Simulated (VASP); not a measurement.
```xyz
3
Lattice="0.0000 2.2626 2.2626 2.2626 0.0000 2.2626 2.2626 2.2626 0.0000" Properties=species:S:1:pos:R:3 pbc="T T T"
Pt     0.0000     0.0000     0.0000
F      1.1313     1.1313     1.1313
F      3.3938     3.3938     3.3938
```

Computed with PBE GGA, VASP's PBE PAW potentials (set 64) (plane waves; VASP). Settings: 520 eV cut-off, 8×8×8 Γ-centred mesh, Gaussian smearing of 0.050 eV, potentials Pt F.

Unless said otherwise, spin-orbit coupling is left out, though it shifts the bands of the heavy elements here.

Problem. What does the run give for the energy per atom (σ→0), pressure, band gap (on the k-mesh) with the smallest direct gap where there is one?

Solution. 
```json
{
  "band gap (on the k-mesh)": "none (metal, semimetal or under 0.01 eV)",
  "energy per atom (σ→0)": "-1.000 eV/atom",
  "pressure": "247.52 GPa"
}
```

The structure was generated: PtF2 was put into the fluorite type (Fm-3m), which need not be its known phase. The cell was not relaxed at this level. The k-mesh is coarse (spacing up to 0.30 per Å, 2π included), so the numbers may not be converged in it.
